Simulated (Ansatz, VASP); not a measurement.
# O: VASP beside Ansatz

One calculation is typed for both programs; each brings its own data sets. How far apart do they land? The two relaxations start from unlike cells of this crystal (the structure described is Ansatz's start), so only their ends are compared.

Calculated with Ansatz 0.2.0; plane waves, with VASP 6.6.1 beside it; relaxation of cell and atoms at PBEsol.

### Step 1. Set-up

The structure is tetragonal, space group P4/mmm (No. 123). The conventional cell has a = 1.767 Å, b = 1.767 Å, c = 3.641 Å, α = 90.00°, β = 90.00°, γ = 90.00°. Nearest to O lie 4 O at 1.77 Å.

Structure file:

```cif
data_structure
_symmetry_space_group_name_H-M 'P 1'
_symmetry_Int_Tables_number 1
_cell_length_a 1.7669
_cell_length_b 1.7669
_cell_length_c 3.6407
_cell_angle_alpha 90.000
_cell_angle_beta 90.000
_cell_angle_gamma 90.000
_cell_volume 11.37
loop_
_atom_site_label
_atom_site_type_symbol
_atom_site_fract_x
_atom_site_fract_y
_atom_site_fract_z
_atom_site_occupancy
O1 O 0.00000 0.00000 0.00000 1
```

### Step 2. VASP: relaxation of cell and atoms, PBEsol

The relaxed volume is the usual yardstick between codes: in a stiff, nearly cubic crystal its relative difference is about their pressure difference at one cell divided by the bulk modulus.

Lines of VASP's logs that name or quote its potential files are left out, and so is its time.

Input file INCAR:

```
SYSTEM = O
PREC = Accurate
ENCUT = 600
EDIFF = 1E-07
NELM = 120
ISMEAR = 0
SIGMA = 0.1
LREAL = .FALSE.
ALGO = Normal
GGA = PS
NBANDS = 9
LORBIT = 11
LWAVE = .FALSE.
LCHARG = .FALSE.
ISIF = 3
IBRION = 2
NSW = 80
EDIFFG = -0.005
LASPH = .TRUE.
GGA_COMPAT = .FALSE.
NELMIN = 4
```

Input file POSCAR:

```
O
1.0
    1.7656702923      0.0000000000      0.0000000000
    0.0000000000      1.7656702923      0.0000000000
    0.0000000000      0.0000000000      3.3345354154
O
1
Direct
    0.0000000000      0.0000000000      0.0000000000
```

Input file KPOINTS:

```
Automatic mesh
0
Gamma
24 24 12
0 0 0
```

Potentials, in the order of the species: O (PBE family, release 64).

On the command line:

```console
$ mpirun -np 1 vasp_std
```

Numbers of over 12 decimals in the logs are rounded to 6 here.

What it wrote:

```text
[banner, memory and clock lines left out]
running    1 mpi-ranks, on    1 nodes
 distrk:  each k-point on    1 cores,    1 groups
 distr:  one band on    1 cores,    1 groups

 POSCAR found type information on POSCAR O
 POSCAR found :  1 types and       1 ions
|                                                                             |
|               ----> ADVICE to this user running VASP <----                  |
|                                                                             |
|     You enforced a specific xc type in the INCAR file but a different       |
|     [... a line on the potential file left out ...]
|     I HOPE YOU KNOW WHAT YOU ARE DOING!                                     |
|                                                                             |

 LDA part: xc-table for (Slater+PW92), standard interpolation
 POSCAR, INCAR and KPOINTS ok, starting setup
 FFT: planning ... GRIDC
 FFT: planning ... GRID_SOFT
 FFT: planning ... GRID
 WAVECAR not read
 entering main loop
       N       E                     dE             d eps       ncg     rms          rms(c)
DAV:   1     0.832599917411E+01    0.83260E+01   -0.37476E+03 11971   0.701E+02
DAV:   2    -0.375233405691E+01   -0.12078E+02   -0.11635E+02 13678   0.103E+02
DAV:   3    -0.385941116696E+01   -0.10708E+00   -0.10458E+00 14161   0.823E+00
DAV:   4    -0.385950681119E+01   -0.95644E-04   -0.95642E-04 13962   0.273E-01
DAV:   5    -0.385950691360E+01   -0.10241E-06   -0.10240E-06 13593   0.793E-03    0.308E+00
DAV:   6    -0.378194181804E+01    0.77565E-01   -0.27887E-02 12111   0.132E+00    0.163E+00
DAV:   7    -0.375606582735E+01    0.25876E-01   -0.30445E-02 12660   0.141E+00    0.972E-02
DAV:   8    -0.375620969685E+01   -0.14387E-03   -0.54491E-04 12224   0.204E-01    0.279E-02
DAV:   9    -0.375623351605E+01   -0.23819E-04   -0.15397E-05 12989   0.325E-02    0.875E-03
DAV:  10    -0.375623567090E+01   -0.21549E-05   -0.16683E-06 12573   0.114E-02    0.107E-03
DAV:  11    -0.375623562612E+01    0.44784E-07   -0.80715E-08 12944   0.240E-03
   1 F= -.37562356E+01 E0= -.37551815E+01  d E =-.375624E+01
 curvature:   0.00 expect dE= 0.000E+00 dE for cont linesearch  0.000E+00
 trial: gam= 0.00000 g(F)=  0.000E+00 g(S)=  0.976E-05 ort = 0.000E+00 (trialstep = 0.100E+01)
 search vector abs. value=  0.976E-05
 bond charge predicted
       N       E                     dE             d eps       ncg     rms          rms(c)
DAV:   1    -0.375626726956E+01   -0.31599E-04   -0.10436E-03 11918   0.287E-01    0.404E-02
DAV:   2    -0.375624191546E+01    0.25354E-04   -0.48772E-05 12022   0.521E-02    0.160E-02
DAV:   3    -0.375623787049E+01    0.40450E-05   -0.16985E-05 11991   0.316E-02    0.161E-03
DAV:   4    -0.375623766531E+01    0.20518E-06   -0.34277E-07 12335   0.472E-03    0.742E-04
DAV:   5    -0.375623763596E+01    0.29351E-07   -0.21664E-08  5910   0.115E-03
   2 F= -.37562376E+01 E0= -.37551790E+01  d E =-.200984E-05
 trial-energy change:   -0.000002  1 .order   -0.000002   -0.000010    0.000006
 step:   0.6133(harm=  0.6133)  dis= 0.00000  next Energy=    -3.756239 (dE=-0.299E-05)
 bond charge predicted
       N       E                     dE             d eps       ncg     rms          rms(c)
DAV:   1    -0.375624324066E+01   -0.55754E-05   -0.15600E-04 11921   0.111E-01    0.157E-02
DAV:   2    -0.375623938424E+01    0.38564E-05   -0.73270E-06 11975   0.202E-02    0.620E-03
DAV:   3    -0.375623877437E+01    0.60987E-06   -0.25360E-06 11938   0.122E-02    0.626E-04
DAV:   4    -0.375623879467E+01   -0.20294E-07   -0.49801E-08  6368   0.182E-03
   3 F= -.37562388E+01 E0= -.37551819E+01  d E =-.316855E-05
 curvature:  -0.31 expect dE=-0.186E-06 dE for cont linesearch -0.162E-08
 trial: gam= 0.08557 g(F)=  0.172E-67 g(S)=  0.608E-06 ort =-0.227E-06 (trialstep = 0.923E+00)
 search vector abs. value=  0.640E-06
 reached required accuracy - stopping structural energy minimisation
```

From OUTCAR (step 2):

```text
ion  position               nearest neighbor table
   1  0.000  0.000  0.000-

  LATTYP: Found a simple tetragonal cell.
 ALAT       =     1.7656702923
 C/A-ratio  =     1.8885379847

 Subroutine GETGRP returns: Found 16 space group operations
 (whereof 16 operations were pure point group operations)

The static configuration has the point symmetry D_4h.

 Found    637 irreducible k-points:

   k-points           NKPTS =    637   k-points in BZ     NKDIM =    637   number of bands    NBANDS=      9

   dimension x,y,z NGX =    14 NGY =   14 NGZ =   28
   dimension x,y,z NGXF=    28 NGYF=   28 NGZF=   56

   ENCUT  =  600.0 eV  44.10 Ry    6.64 a.u.   3.53  3.53  6.66*2*pi/ulx,y,z

   NELECT =       6.0000    total number of electrons

 k-points in reciprocal lattice and weights: Automatic mesh
   0.00000000  0.00000000  0.00000000       0.000
   0.04166667  0.00000000  0.00000000       0.001
   0.08333333  0.00000000  0.00000000       0.001
   0.12500000  0.00000000  0.00000000       0.001
   0.16666667  0.00000000  0.00000000       0.001
   0.20833333  0.00000000  0.00000000       0.001
   0.25000000  0.00000000  0.00000000       0.001
   0.29166667  0.00000000  0.00000000       0.001
   0.33333333  0.00000000  0.00000000       0.001
[...]
0.50000000  0.45833333  0.50000000       0.001
   0.50000000  0.50000000  0.50000000       0.000

 average (electrostatic) potential at core
       1 -76.7508

 E-fermi :   0.0756

 k-point     1 :       0.0000    0.0000    0.0000
  band No.  band energies     occupation
      1     -22.9886      2.00000
      2      -5.0681      2.00000
      3       3.8433      0.00000
      4       3.8433      0.00000
      5       7.6310      0.00000
      6      24.7269      0.00000
      7      29.7906      0.00000
    ...

 k-point     2 :       0.0417    0.0000    0.0000
  band No.  band energies     occupation
      1     -22.9289      2.00000
      2      -5.0181      2.00000
      3       3.6010      0.00000
      4       3.8669      0.00000
      5       7.7120      0.00000
      6      24.7064      0.00000
      7      29.8655      0.00000
    ...

 k-point     3 :       0.0833    0.0000    0.0000
  band No.  band energies     occupation
      1     -22.7503      2.00000
      2      -4.8693      2.00000
      3       2.9075      0.00000
      4       3.9367      0.00000
      5       7.9532      0.00000
      6      24.6385      0.00000
      7      30.0654      0.00000
    ...

  Total       -0.0007931     -0.0007931      0.0033676      0.0000000     -0.0000000      0.0000000
  in kB       -0.1221471     -0.1221471      0.5186566      0.0000000     -0.0000000      0.0000000
  external PRESSURE =       0.0914541 kB  Pullay stress =       0.0000000 kB

  energy-cutoff  :      600.00
  volume of cell :       10.40
      direct lattice vectors                 reciprocal lattice vectors
     1.766182025  0.000000000  0.000000000     0.566193057  0.000000000  0.000000000
     0.000000000  1.766182025  0.000000000     0.000000000  0.566193057  0.000000000
    -0.000000000  0.000000000  3.334852669    -0.000000000  0.000000000  0.299863322

 POSITION                                       TOTAL-FORCE (eV/Angst)
 -----------------------------------------------------------------------------------
      0.00000      0.00000      0.00000         0.000000      0.000000      0.000000
 -----------------------------------------------------------------------------------
    total drift:                               -0.000000     -0.000000     -0.000000

  FREE ENERGIE OF THE ION-ELECTRON SYSTEM (eV)
  ---------------------------------------------------
  free  energy   TOTEN  =        -3.7562387947 eV

  energy  without entropy=       -3.7541249583  energy(sigma->0) =       -3.75518188

 reached required accuracy - stopping structural energy minimisation

 total charge
# of ion       s       p       d       tot
------------------------------------------
    1        1.651   2.992   0.000   4.643

[... 3 further parts left out ...]
```

The run keeps the 16 symmetry operations of its start, so it cannot find a distortion of lower symmetry.

### Step 3. Ansatz: relaxation of cell and atoms, PBEsol

Ansatz runs on its default PAW (the set named soft_2) files.

Its own start cell and the same functional, mesh and smearing now go to Ansatz, which takes its cutoff from its data sets.

Input file input.yaml:

```yaml
crystal:
  lattice:
    - [1.7669027108, 0.0, 0.0]
    - [0.0, 1.7669027108, 0.0]
    - [0.0, 0.0, 3.6407391847]
  atoms:
    - { symbol: O, position: [0.0, 0.0, 0.0] }
kpoints:
  mp_grid: { grid: [24, 24, 12] }
hamiltonian:
  xc: pbesol
scf:
  occupations: { method: gaussian, width: 0.1 }
output:
  forces: true
  stress: true
  eigenvalues: true
relax:
  adjacent_minimum: "off"
  f_tol: 0.005
  max_steps: 80
  cell: { stress_tol: 0.05 }
```

On the command line:

```console
$ ansatz run input.yaml --threads 4 --pin off --max-ram 7168MiB --backend cpu --events-out ev --progress --plain --runs-dir out
```

What it wrote:

```text
Engine: ansatz 0.2.0, aarch64-unknown-linux-gnu
Pseudopotentials: kind: paw
Pseudopotential: O, paw, valence charge 6, recommended cutoff 420 eV (normal), O.paw.azcp
Functional definition: PBEsol
  exchange = pbesol_x
  correlation = pbesol_c
Crystal: 1 atoms, lattice volume = 11.366 Å³
Basis set: ecut = 420 eV, 205 PW (Γ), exchange–correlation on 24×24×50 points (8 copies of the dense FFT grid, shifted against one another)
Bands: 7, of which v1, the nominal top of the filled ones, is band 3 counted from 1 (2 counted from 0)
Symmetry: 16 space group operations
Space group: P4/mmm (ITA 123), of the structure as read, at distance tolerance 2.2e-5 Å
k-points: 637 of 6912
Non-local potential: O, projectors of the file, l = 0: 2, l = 1: 2, l = 2: 1
PAW form: soft (Blöchl's): semilocal exchange-correlation on the pseudo side does not see the compensation charge
PAW frozen core: O, regenerated for the run's functional, and the local potential with it (the file was generated under x = pbe(κ = 0.804, μ = 0.219515), c = pbe(β = 0.066725))
PAW one-centre angular grid: O, 110 points (default); XC on 64 Gauss nodes
Initial density: superposition of atomic densities (neutral atoms: chi_scale 0, normalization atom), corrected by the library's trained network
Initial wavefunctions: pseudopotential atomic-orbital guess
Functional: x = pbesol(κ = 0.804, μ = 0.123457), c = pbesol(β = 0.046)
SCF iter   1: F=—  HF=-556.817143 eV  |F-HF|=—  |Δ(HF+E_count)|=         —  Δρ=1.44e-2  dr2=1.66e-2  ethr=1.77e-3  ⟨swp⟩=5.0  Hψ=32853  notcnv=0
preconditioner: auto → LDOS  [metal: Δε(μ)=0.007 eV  Ē_g=24.609 eV  σ=0.100 eV  W_gap=0.04  n_scr=2 (ndim 8)  ℏωp=27.0 eV  f_vac=0.279  D(μ)=0.41/eV (n_scr^D=2)  β→1.0]
SCF iter   2: F=—  HF=-556.811480 eV  |F-HF|=—  |Δ(HF+E_count)|=   5.66e-3  Δρ=5.99e-3  dr2=1.52e-3  ethr=2.77e-4  ⟨swp⟩=3.0  Hψ=13858  notcnv=0  defer=98
SCF iter   3: F=—  HF=-556.811146 eV  |F-HF|=—  |Δ(HF+E_count)|=   3.33e-4  Δρ=4.07e-4  dr2=1.42e-5  ethr=2.54e-5  ⟨swp⟩=2.3  Hψ=7003  notcnv=0  defer=98
SCF iter   4: F=—  HF=-556.810989 eV  |F-HF|=—  |Δ(HF+E_count)|=   1.58e-4  Δρ=4.22e-5  dr2=9.73e-8  ethr=1.67e-9  ⟨swp⟩=4.5  Hψ=25971  notcnv=0
iter 5 did not close the SCF: its close was put off for the readings that it lacked (scf_convergence_deferred on its scf_iter line)
SCF iter   5: F=-556.810989 eV  HF=-556.810989 eV  |F-HF|=2.64e-10  |Δ(HF+E_count)|=   1.05e-7  Δρ=2.95e-6  dr2=4.06e-10  ethr=1.62e-9  ⟨swp⟩=2.7  Hψ=6324  notcnv=0
SCF iter   6: F=-556.810989 eV  HF=-556.810989 eV  |F-HF|=7.73e-12  |Δ(HF+E_count)|=  3.57e-10  Δρ=6.22e-7  dr2=8.47e-12  ethr=6.77e-12  ⟨swp⟩=1.1  Hψ=13661  notcnv=0
SCF 1 converged in 6 iterations: F = -556.810989 eV  dr2 = 8.47e-12
  greatest PAW one-centre occupation: 0.899 electrons in one spin orbital (limit 2), on the O atom at site 0 (counted from 0), in its partial waves of l = 0
relax step   1: F+E_penalty+E_count = -556.81098892 eV  Δ(F+E_penalty+E_count) = +0.000e0 eV  max|allowed force component| = 0.000e0 eV/Å  Δτ_max = 0.0000 Å  P = +0.015 GPa  Ω = 11.366 Å³  (6 SCF iters, dr2 threshold 1.00e-7 eV, accepted)
Initial density: handed on by an earlier stage of this run
Initial wavefunctions: pseudopotential atomic-orbital guess (no wavefunctions were taken with the density)
iter 1 solved again at ethr=9.82e-8 eV; its pass at ethr=3.10e-3 eV (dr2=5.89e-6 eV) is discarded
SCF iter   1: F=—  HF=-556.811150 eV  |F-HF|=—  |Δ(HF+E_count)|=         —  Δρ=1.85e-5  dr2=8.27e-9  ethr=9.82e-8  ⟨swp⟩=2.1  Hψ=44351  notcnv=0
preconditioner: auto → LDOS  [metal: Δε(μ)=0.002 eV  Ē_g=24.744 eV  σ=0.100 eV  W_gap=0.01  n_scr=2 (ndim 8)  ℏωp=27.0 eV  f_vac=0.265  D(μ)=0.43/eV (n_scr^D=2)  β→1.0]
SCF iter   2: F=—  HF=-556.810989 eV  |F-HF|=—  |Δ(HF+E_count)|=   1.61e-4  Δρ=1.74e-5  dr2=7.07e-9  ethr=1.38e-10  ⟨swp⟩=3.3  Hψ=8132  notcnv=0
SCF iter   3: F=—  HF=-556.810989 eV  |F-HF|=—  |Δ(HF+E_count)|=   2.03e-8  Δρ=8.57e-6  dr2=1.78e-9  ethr=1.18e-10  ⟨swp⟩=1.6  Hψ=4843  notcnv=0
SCF iter   4: F=—  HF=-556.810989 eV  |F-HF|=—  |Δ(HF+E_count)|=   3.88e-9  Δρ=5.91e-6  dr2=8.58e-10  ethr=2.97e-11  ⟨swp⟩=1.3  Hψ=4637  notcnv=0
SCF iter   5: F=—  HF=-556.810989 eV  |F-HF|=—  |Δ(HF+E_count)|=   2.47e-9  Δρ=3.25e-6  dr2=2.60e-10  ethr=1.43e-11  ⟨swp⟩=1.5  Hψ=4806  notcnv=0
SCF iter   6: F=—  HF=-556.810989 eV  |F-HF|=—  |Δ(HF+E_count)|=  8.91e-10  Δρ=1.30e-6  dr2=4.20e-11  ethr=4.34e-12  ⟨swp⟩=1.8  Hψ=5036  notcnv=0
SCF iter   7: F=-556.810989 eV  HF=-556.810989 eV  |F-HF|=1.94e-11  |Δ(HF+E_count)|=  1.50e-10  Δρ=4.58e-7  dr2=5.16e-12  ethr=1.00e-12  ⟨swp⟩=3.7  Hψ=15488  notcnv=0
SCF 2 converged in 7 iterations: F = -556.810989 eV  dr2 = 5.16e-12
relax step   2: F+E_penalty+E_count = -556.81098892 eV  Δ(F+E_penalty+E_count) = -1.137e-13 eV  max|allowed force component| = 0.000e0 eV/Å  Δτ_max = 0.0000 Å  P = +0.015 GPa  Ω = 11.366 Å³  stress off target by 4.82e-2 GPa  SCF on the basis re-selected at this cell (its energy is not comparable with the rows above)  (7 SCF iters)
basis re-selected at this cell: Δ(F+E_penalty+E_count) = -1.137e-13 eV, ΔP = +0.000 GPa vs the last step (what re-selecting the basis moved, of the pressure what is left beyond the Pulay correction that the steps carried, after the strain that the cell walked since its last selection, with what the two solves' SCF thresholds leave and, on support functions, any second-order correction that the steps lacked; it is no  [...]
SCF converged after 7 iterations
Free energy (F): -556.810989 eV
Harris-Foulkes:  -556.810989 eV  (|F-HF|=1.94e-11)
Internal energy: -556.808860 eV  (E = F + TS)
E sigma→0 (E₀):  -556.809925 eV
Entropy (-TS):   -0.002129 eV (-2.129 meV/atom)
Fermi energy:    1.496874 eV
--- Per-component energies (eV) ---
  E_band       = -42.510055
  E_kinetic    = 168.309285
  E_local      = -458.490386  (includes V_loc(G=0)·N_el)
  E_nonlocal   = 48.308889
  E_hartree    = 161.727027
  E_xc         = -71.225721
  E_vxc        = -91.294606  (∫ρ·V_xc dr)
  E_paw        = -149.865385  (= ΣΔE_a)
  E_vpaw       = -32.799477  (= ΣTr[D̂ρ^β])
  E_aug_tail   = 0.002192  (compensation charges beyond the density's cutoff)
  E_ewald      = -255.610050
  E_core_change = 0.035288  (= ΣΔE_core)
  E_smearing   = -0.002129  (= −TS)
  E_closure    = 0.000000  (closes the sum)
  Σ components = -556.810989   (vs F -556.810989, Δ=0.00e0)
--- Forces (eV/Å), atoms counted from 1 ---
  atom   1  O      0.00000000     0.00000000     0.00000000
  max |Σ_I F_I| component: 4.31e-32 eV/Å
--- Stress (GPa, compression-positive) ---
       -0.000955       0.000000       0.000000
        0.000000      -0.000955       0.000000
        0.000000       0.000000       0.048236
  P = ⅓ Tr σ = 0.0154 GPa (0.154 kbar)
--- Band table (eV; the first three rows and the last of 637) ---
  k-point 0: bands = ["-21.5178", "-3.8773", "5.2581", "5.2581", "8.5986", "23.1916", "30.6883"]
  k-point 1: bands = ["-21.5149", "-3.9273", "5.2571", "5.2571", "8.7705", "22.9337", "30.7945"]
  k-point 2: bands = ["-21.5070", "-4.0584", "5.2573", "5.2573", "9.2588", "22.2315", "31.0740"]
  k-point 636: bands = ["-10.3167", "-4.2595", "-4.2595", "2.6245", "18.9621", "26.8927", "26.8927"]
--- Relaxed structure (1 steps of the walk, 1 accepted, 1 SCFs on fresh bases) ---
  F+E_penalty+E_count = -556.81098892 eV   max|allowed force component| = 0.000e0 eV/Å   (the final SCF, on the basis selected at the relaxed cell)
  cell:  # Å, volume = 11.3662 Å³
    - [1.7669027108, 0.0, 0.0]
    - [0.0, 1.7669027108, 0.0]
    - [0.0, 0.0, 3.6407391847]
  atoms:
    - { symbol: O, position: [0.0, 0.0, 0.0] }
```

In the SCF lines HF is the Harris–Foulkes energy and dr2 the Hartree energy of the density residual, in eV; the loop may stop once dr2 is under the threshold and the program's other checks hold. Hψ counts applications of the Hamiltonian.

### Step 4. Comparison

Known differences besides the potentials themselves: the cutoff is 420 eV in Ansatz and 600 eV in VASP; Ansatz makes its cores anew for this functional, VASP keeps those of its PBE data sets; Ansatz adds a Pulay correction to the stress that steers its cell, VASP none. Total energies have different zeros and are not compared.

The two programs side by side:

```
                                         quantity  Ansatz   VASP  difference
                                      volume (Å³)   11.37  10.40     +9.26 %
edge a after relaxation, in the typed setting (Å)   1.767  1.766     +0.04 %
edge c after relaxation, in the typed setting (Å)   3.641  3.335     +9.17 %
```

### Step 5. What came out

| Property | Result |
| --- | --- |
| difference in volume (relaxation of cell and atoms, PBEsol) | 9.3 % |

In words: The difference in volume is 9.3 % (relaxation of cell and atoms, PBEsol), beyond the 1.2 % picked in this series as the mark of a large difference, as far as the stopping tolerances let one tell. What causes the difference of the relaxation of cell and atoms, PBEsol pair stays open here. How closely two codes agree says nothing of how well the functional describes the real material.

[Lines on the potential files, build, host, timing and source positions are cut from VASP's logs without a mark.]

[Logs are printed without paths, hosts, clocks, repeated set-up lines and the standing remarks that a program may print on its own settings, such as how far it seeks lower states.]

[Hosts, paths, dates, database ids (printed as entryN), source tags and the programs' standing remarks are cut or masked in the printed files.]
